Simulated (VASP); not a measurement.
Level of theory: PBE GGA, VASP's PBE PAW potentials (set 64) (plane waves; VASP 6.6.1).

VASP input:

KPOINTS:
```
Automatic mesh
0
Gamma
1 1 1
0 0 0
```

**INCAR**
```
# general
SYSTEM  = BSi62
PREC    = Normal
ENCUT   = 400
LREAL   = Auto
LASPH   = .True.
ISYM    = 0
NELECT  = 250.0

# electronic loop
EDIFF   = 1E-5
NELM    = 100
NELMIN  = 4
ALGO    = Fast

# smearing
ISMEAR  = 0
SIGMA   = 0.05

# functional
GGA     = PE

# spin
ISPIN   = 2
MAGMOM  = 63*0.0317
NUPDOWN = 2

# ions
IBRION  = 2
NSW     = 70
ISIF    = 2
EDIFFG  = -0.03

# output
LWAVE   = .True.
LCHARG  = .False.
LORBIT  = 10
```

**POSCAR**
```
BSi62
1
   10.9370747004     0.0000000000     0.0000000000
    0.0000000000    10.9370747004     0.0000000000
   -0.0000000000    -0.0000000000    10.9370747004
Si B
62 1
Direct
  0.5000000000   0.0000000000   0.0000000000
  0.6250000000   0.1250000000   0.1250000000
  0.7500000000   0.2500000000   0.0000000000
  0.8750000000   0.3750000000   0.1250000000
  0.7500000000   0.0000000000   0.2500000000
  0.8750000000   0.1250000000   0.3750000000
  0.0000000000   0.0000000000   0.0000000000
  0.1250000000   0.1250000000   0.1250000000
  0.2500000000   0.2500000000   0.0000000000
  0.3750000000   0.3750000000   0.1250000000
  0.5000000000   0.5000000000   0.0000000000
  0.6250000000   0.6250000000   0.1250000000
  0.7500000000   0.7500000000   0.0000000000
  0.8750000000   0.8750000000   0.1250000000
  0.2500000000   0.0000000000   0.2500000000
  0.3750000000   0.1250000000   0.3750000000
  0.5028880000   0.2504280000   0.2524940000
  0.7498610000   0.4956650000   0.2461930000
  0.8750000000   0.6250000000   0.3750000000
  0.5000000000   0.0000000000   0.5000000000
  0.6250000000   0.1250000000   0.6250000000
  0.7537990000   0.2529900000   0.4962640000
  0.8750000000   0.3750000000   0.6250000000
  0.7500000000   0.0000000000   0.7500000000
  0.8750000000   0.1250000000   0.8750000000
  0.0000000000   0.5000000000   0.0000000000
  0.1250000000   0.6250000000   0.1250000000
  0.2500000000   0.7500000000   0.0000000000
  0.3750000000   0.8750000000   0.1250000000
  0.0000000000   0.2500000000   0.2500000000
  0.1250000000   0.3750000000   0.3750000000
  0.2500000000   0.5000000000   0.2500000000
  0.3750000000   0.6250000000   0.3750000000
  0.5000000000   0.7500000000   0.2500000000
  0.6250000000   0.8750000000   0.3750000000
  0.0000000000   0.0000000000   0.5000000000
  0.1250000000   0.1250000000   0.6250000000
  0.2500000000   0.2500000000   0.5000000000
  0.3750000000   0.3750000000   0.6250000000
  0.6250000000   0.6250000000   0.6250000000
  0.7500000000   0.7500000000   0.5000000000
  0.8750000000   0.8750000000   0.6250000000
  0.2500000000   0.0000000000   0.7500000000
  0.3750000000   0.1250000000   0.8750000000
  0.5000000000   0.2500000000   0.7500000000
  0.6250000000   0.3750000000   0.8750000000
  0.7500000000   0.5000000000   0.7500000000
  0.8750000000   0.6250000000   0.8750000000
  0.0000000000   0.7500000000   0.2500000000
  0.1250000000   0.8750000000   0.3750000000
  0.0000000000   0.5000000000   0.5000000000
  0.1250000000   0.6250000000   0.6250000000
  0.2500000000   0.7500000000   0.5000000000
  0.3750000000   0.8750000000   0.6250000000
  0.0000000000   0.2500000000   0.7500000000
  0.1250000000   0.3750000000   0.8750000000
  0.2500000000   0.5000000000   0.7500000000
  0.3750000000   0.6250000000   0.8750000000
  0.5000000000   0.7500000000   0.7500000000
  0.6250000000   0.8750000000   0.8750000000
  0.0000000000   0.7500000000   0.7500000000
  0.1250000000   0.8750000000   0.8750000000
  0.5042820000   0.5024850000   0.5023850000
```

POTCAR, in this order: Si B (PBE.64 set). Program: vasp_gam.

What will the output report for the number of irreducible k-points (NKPTS), largest plane-wave count, FFT grid (NGX, NGY, NGZ)?

```
Quantity                                      Result
--------------------------------------  ------------
number of irreducible k-points (NKPTS)             1
largest plane-wave count                       11924
FFT grid (NGX, NGY, NGZ)                54 × 54 × 54
```

The cell is a supercell with a defect, built from Si (diamond): B_Si-vac_Si, charge +1.
